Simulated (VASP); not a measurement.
## NbSi (relaxed from the CsCl type structure, space group Pm-3m): computed properties

The numbers are results of PBEsol GGA, VASP's PBE PAW potentials (set 64) (plane waves; VASP), not measurements.

For NbSi, the space group is Pm-3m (221) and the cell comes out as a = 3.126 Å, b = 3.126 Å, c = 3.126 Å, α = 90.00°, β = 90.00°, γ = 90.00°. The volume per atom is 15.28 Å³/atom and the band gap (over mesh and band path) comes out as none (metal, semimetal or under 0.01 eV). The density comes out as 6.58 g/cm³.

```yaml
crystal:
  lattice:
    - [3.12628, 0.00000, 0.00000]
    - [0.00000, 3.12628, 0.00000]
    - [0.00000, 0.00000, 3.12628]
  atoms:
    - { symbol: Nb, position: [0.00000, 0.00000, 0.00000] }
    - { symbol: Si, position: [0.50000, 0.50000, 0.50000] }
```

The structure was generated: NbSi was put into the CsCl type type (Pm-3m), which need not be its known phase. It was relaxed first, which changed the volume by -33 %. Symmetry was kept, so distortions that lower it aren't found. The electron count is odd and the run is not spin-polarised, which forces a metal.
